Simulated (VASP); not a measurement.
# Driving VASP from ASE on P2W, part 2 of 4

Do ASE scripts that read P2W from different structure formats give one answer, and do several routes find one equilibrium volume? All runs use PBEsol. Left out of this account: 2 further runs (self-consistent run: it stopped with no message; self-consistent run: a reference on another mesh). The start is a cell from a database of measured crystal structures.

VASP 6.6.1; PBEsol; plane waves and PAW (P, W).

So far. Step 2 (Self-consistent run (PBEsol, through ASE)): The pressure is -2.35 GPa and the largest force 0.179 eV/Å, so the cell is not at a minimum at these settings.

### 3. Self-consistent run (PBEsol, through ASE), try 2

System of this step: P2W. It takes space group Cmc2_1 (No. 36, orthorhombic). Conventional cell: a = 3.165 Å, b = 11.160 Å, c = 4.973 Å, α = 90.00°, β = 90.00°, γ = 90.00°. Nearest to P lie 1 P at 2.15 Å and 4 W at 2.48 to 2.49 Å. P has 1 P at 2.15 Å and 3 W at 2.49 Å nearest. Nearest to W lie 7 P at 2.48 to 2.49 Å. Farther neighbours are not listed.

The single point through ASE, with the structure read from a CIF with its space group. The file expands to the conventional cell of 12 atoms, on a 7×2×5 mesh.

run.py

```python
import numpy as np
from ase.calculators.vasp import Vasp
from ase.io import read
from ase.dft.bandgap import bandgap

atoms = read('P2W.cif')

calc = Vasp(
    xc='pbesol',
    pp='PBE',
    prec='Accurate',
    encut=400,
    ediff=1e-06,
    nelm=100,
    ismear=-1,
    sigma=0.05,
    lreal=False,
    algo='Normal',
    nbands=44,
    lasph=True,
    lorbit=11,
    lwave=False,
    lcharg=False,
    kpar=4,
    isif=2,
    pp_version='64',
    setups={'P': '', 'W': ''},
    kpts=(7, 2, 5),
    gamma=True,
    txt='vasp.out',
)
atoms.calc = calc

print("energy (eV):", round(atoms.get_potential_energy(), 6))
print("Fermi level (eV):", round(calc.get_fermi_level(), 4))
print("forces (eV/A):")
print(np.round(atoms.get_forces(), 4))
print("stress (GPa, Voigt, tension positive):", np.round(atoms.get_stress() * 160.21766, 3))
gap, p1, p2 = bandgap(calc, direct=False)
print("gap on the mesh (eV):", round(gap, 4))
```

P2W.cif

```cif
data_P2W
_cell_length_a 3.16490000
_cell_length_b 11.15990000
_cell_length_c 4.97320000
_cell_angle_alpha 90.00000000
_cell_angle_beta 90.00000000
_cell_angle_gamma 90.00000000
_space_group_name_H-M_alt 'Cmc2_1'
_space_group_name_Hall 'C 2c -2'
_space_group_IT_number 36
loop_
_space_group_symop_operation_xyz
'x,y,z'
'-x,-y,z+1/2'
'-x,y,z'
'x,-y,z+1/2'
'x+1/2,y+1/2,z'
'-x+1/2,-y+1/2,z+1/2'
'-x+1/2,y+1/2,z'
'x+1/2,-y+1/2,z+1/2'
loop_
_atom_site_label
_atom_site_type_symbol
_atom_site_symmetry_multiplicity
_atom_site_Wyckoff_symbol
_atom_site_fract_x
_atom_site_fract_y
_atom_site_fract_z
_atom_site_occupancy
P1 P 4 a 0.5000000000 0.9299000000 0.3833000000 1
P2 P 4 a 0.5000000000 0.7980000000 0.6997000000 1
W1 W 4 a 0.5000000000 0.5931400000 0.5000000000 1
```

PAW data sets: P and W (PBE family, release 64).

Run with:

```bash
export ASE_VASP_COMMAND="mpirun -np 4 vasp_std"
python run.py
```

The program printed:

```text
energy (eV): -107.300356
Fermi level (eV): 9.1049
forces (eV/A):
[[-0.      0.1077 -0.109 ]
 [-0.     -0.1077 -0.109 ]
 [-0.      0.1077 -0.109 ]
 [-0.     -0.1077 -0.109 ]
 [ 0.     -0.1238  0.1071]
 [ 0.      0.1238  0.1071]
 [ 0.     -0.1238  0.1071]
 [ 0.      0.1238  0.1071]
 [-0.     -0.0324  0.0019]
 [-0.      0.0324  0.0019]
 [-0.     -0.0324  0.0019]
 [-0.      0.0324  0.0019]]
stress (GPa, Voigt, tension positive): [ 2.751  1.971  2.175 -0.    -0.    -0.   ]
gap on the mesh (eV): 0.0
```

Run time: 22 s. Hardware: 4 MPI ranks of AMD EPYC 9R45, shared host; peak memory 1 GiB.

ASE turned this into the INCAR:

```
ENCUT = 400.000000
SIGMA = 0.050000
EDIFF = 1.00e-06
ALGO = Normal
GGA = PS
PREC = Accurate
ISIF = 2
ISMEAR = -1
KPAR = 4
LORBIT = 11
NBANDS = 44
NELM = 100
LASPH = .TRUE.
LCHARG = .FALSE.
LWAVE = .FALSE.
LREAL = .FALSE.
```

ASE turned this into the KPOINTS:

```
KPOINTS created by Atomic Simulation Environment
0
Gamma
7 2 5
0 0 0
```

vasp.out:

```text
[banner, memory and clock lines left out]
running    4 mpi-ranks, on    1 nodes
 distrk:  each k-point on    1 cores,    4 groups
 distr:  one band on    1 cores,    1 groups

 POSCAR found type information on POSCAR P W
 POSCAR found :  2 types and      12 ions
 [... a notice as in an earlier step ...]

 LDA part: xc-table for (Slater+PW92), standard interpolation
 POSCAR, INCAR and KPOINTS ok, starting setup
 FFT: planning ... GRIDC
 FFT: planning ... GRID_SOFT
 FFT: planning ... GRID
 WAVECAR not read
 entering main loop
       N       E                     dE             d eps       ncg     rms          rms(c)
DAV:   1     0.193102602378E+03    0.19310E+03   -0.23766E+04  2112   0.105E+03
DAV:   2    -0.915795974296E+02   -0.28468E+03   -0.26912E+03  2660   0.243E+02
DAV:   3    -0.110643932989E+03   -0.19064E+02   -0.18474E+02  2832   0.579E+01
DAV:   4    -0.111166861119E+03   -0.52293E+00   -0.51857E+00  2776   0.104E+01
DAV:   5    -0.111183671727E+03   -0.16811E-01   -0.16777E-01  2896   0.164E+00    0.524E+01
DAV:   6    -0.107960516847E+03    0.32232E+01   -0.14682E+01  3160   0.134E+01    0.213E+01
DAV:   7    -0.107504807069E+03    0.45571E+00   -0.33130E+00  2856   0.775E+00    0.124E+01
DAV:   8    -0.107312653519E+03    0.19215E+00   -0.59575E-01  2944   0.354E+00    0.102E+00
DAV:   9    -0.107312082332E+03    0.57119E-03   -0.51593E-02  2948   0.908E-01    0.856E-01
DAV:  10    -0.107311751829E+03    0.33050E-03   -0.26851E-03  2664   0.227E-01    0.649E-01
DAV:  11    -0.107311339747E+03    0.41208E-03   -0.21994E-03  2652   0.179E-01    0.108E-01
DAV:  12    -0.107311358218E+03   -0.18470E-04   -0.40327E-04  2560   0.939E-02    0.441E-02
DAV:  13    -0.107311356502E+03    0.17158E-05   -0.19919E-05  2960   0.176E-02    0.307E-02
DAV:  14    -0.107311351866E+03    0.46360E-05   -0.13145E-05  2776   0.135E-02    0.899E-03
DAV:  15    -0.107311351040E+03    0.82569E-06   -0.26658E-06  1808   0.733E-03
   1 F= -.10731135E+03 E0= -.10730036E+03  d E =-.219896E-01
```

OUTCAR, selected parts (step 3):

```text
  LATTYP: Found a simple orthorhombic cell.
 ALAT       =     3.1649000000
 B/A-ratio  =     1.5713608645
 C/A-ratio  =     3.5261461658

 Found     24 irreducible k-points:

   k-points           NKPTS =     24   k-points in BZ     NKDIM =     24   number of bands    NBANDS=     44

   dimension x,y,z NGX =    24 NGY =   80 NGZ =   32
   dimension x,y,z NGXF=    48 NGYF=  160 NGZF=   64

   ENCUT  =  400.0 eV  29.40 Ry    5.42 a.u.   5.16 18.20  8.11*2*pi/ulx,y,z

   NELECT =      64.0000    total number of electrons

 E-fermi :   9.1049

 k-point     1 :       0.0000    0.0000    0.0000
  band No.  band energies     occupation
    ...
     29       7.9099      2.00000
     30       7.9298      2.00000
     31       8.2046      2.00000
     32       8.3609      2.00000
     33       8.9794      1.84970
     34       9.3964      0.00586
     35       9.6346      0.00005
     36      10.1544      0.00000
     37      10.4421      0.00000
     38      10.4545      0.00000
    ...

 k-point     2 :       0.1429    0.0000    0.0000
  band No.  band energies     occupation
    ...
     29       7.7456      2.00000
     30       7.7819      2.00000
     31       8.1380      2.00000
     32       8.6404      1.99982
     33       9.0550      1.46070
     34       9.9274      0.00000
     35      10.2662      0.00000
     36      10.9301      0.00000
     37      10.9455      0.00000
     38      11.0825      0.00000
    ...

  Total       -3.0160326     -2.1607309     -2.3841670      0.0000000      0.0000000      0.0000000
  in kB      -27.5099872    -19.7085666    -21.7465837      0.0000000      0.0000000      0.0000000
  external PRESSURE =     -22.9883792 kB  Pullay stress =       0.0000000 kB

  energy-cutoff  :      400.00
  volume of cell :      175.65
      direct lattice vectors                 reciprocal lattice vectors
     3.164900000  0.000000000  0.000000000     0.315965749  0.000000000  0.000000000
     0.000000000 11.159900000  0.000000000     0.000000000  0.089606538  0.000000000
     0.000000000  0.000000000  4.973200000     0.000000000  0.000000000  0.201077777

 POSITION                                       TOTAL-FORCE (eV/Angst)
 -----------------------------------------------------------------------------------
      1.58245     10.37759      1.90623        -0.000000      0.107724     -0.108979
      1.58245      0.78231      4.39283        -0.000000     -0.107724     -0.108979
      0.00000      4.79764      1.90623        -0.000000      0.107724     -0.108979
      0.00000      6.36226      4.39283        -0.000000     -0.107724     -0.108979
      1.58245      8.90560      3.47975         0.000000     -0.123759      0.107108
      1.58245      2.25430      0.99315         0.000000      0.123759      0.107108
      0.00000      3.32565      3.47975         0.000000     -0.123759      0.107108
      0.00000      7.83425      0.99315         0.000000      0.123759      0.107108
      1.58245      6.61938      2.48660        -0.000000     -0.032358      0.001871
      1.58245      4.54052      0.00000        -0.000000      0.032358      0.001871
      0.00000      1.03943      2.48660        -0.000000     -0.032358      0.001871
      0.00000     10.12047      0.00000        -0.000000      0.032358      0.001871
 -----------------------------------------------------------------------------------
    total drift:                               -0.000000      0.000000      0.000945

  FREE ENERGIE OF THE ION-ELECTRON SYSTEM (eV)
  ---------------------------------------------------
  free  energy   TOTEN  =      -107.3113510401 eV

  energy  without entropy=     -107.2893613917  energy(sigma->0) =     -107.30035622

 total charge
# of ion       s       p       d       tot
------------------------------------------
    1        1.021   1.462   0.000   2.483
    2        1.021   1.462   0.000   2.483
    3        1.021   1.462   0.000   2.483
    4        1.021   1.462   0.000   2.483
    5        1.029   1.451   0.000   2.480
    6        1.029   1.451   0.000   2.480
    7        1.029   1.451   0.000   2.480
    8        1.029   1.451   0.000   2.480
    9        0.556   0.672   4.435   5.663
   10        0.556   0.672   4.435   5.663
   11        0.556   0.672   4.435   5.663
   12        0.556   0.672   4.435   5.663
--------------------------------------------------
tot         10.425  14.336  17.741  42.502

[... 2 parts as in an earlier step ...]

[... 7 further parts left out ...]
```

The k-mesh is coarse for a metal. At this level the cell is under a tension of 2.3 GPa, so at these settings it is away from equilibrium.

This step gave:

```yaml
scf_cycles: 15
electrons: 64
bands: 44
irreducible_k_points: 24
free_energy_toten: -107.3114 eV
energy_at_zero_smearing: -107.3004 eV
fermi_energy: 9.105 eV
pressure: -2.299 GPa
```

Force by atom:

| atom | x (eV/Å) | y (eV/Å) | z (eV/Å) | size |
| --- | --- | --- | --- | --- |
| P1 | 0.000 | 0.108 | -0.109 | 0.153 |
| P2 | 0.000 | -0.108 | -0.109 | 0.153 |
| P3 | 0.000 | 0.108 | -0.109 | 0.153 |
| P4 | 0.000 | -0.108 | -0.109 | 0.153 |
| P5 | 0.000 | -0.124 | 0.107 | 0.164 |
| P6 | 0.000 | 0.124 | 0.107 | 0.164 |
| P7 | 0.000 | -0.124 | 0.107 | 0.164 |
| P8 | 0.000 | 0.124 | 0.107 | 0.164 |
| W9 | 0.000 | -0.032 | 0.002 | 0.032 |
| W10 | 0.000 | 0.032 | 0.002 | 0.032 |
| W11 | 0.000 | -0.032 | 0.002 | 0.032 |
| W12 | 0.000 | 0.032 | 0.002 | 0.032 |

The energy lies +1.93 meV an atom from the first script, since this cell and mesh sample the zone at other points.

[end of part 2 of 4]

[Lines on the potential files, build, host, timing and source positions are cut from VASP's logs without a mark.]

[Logs are printed without paths, hosts, clocks, repeated set-up lines and the standing remarks that a program may print on its own settings, such as how far it seeks lower states.]

[Hosts, paths, dates, database ids (printed as entryN), source tags and the programs' standing remarks are cut or masked in the printed files.]

[A measured line is paired with the nearest computed mode of its activity, which favours agreement.]
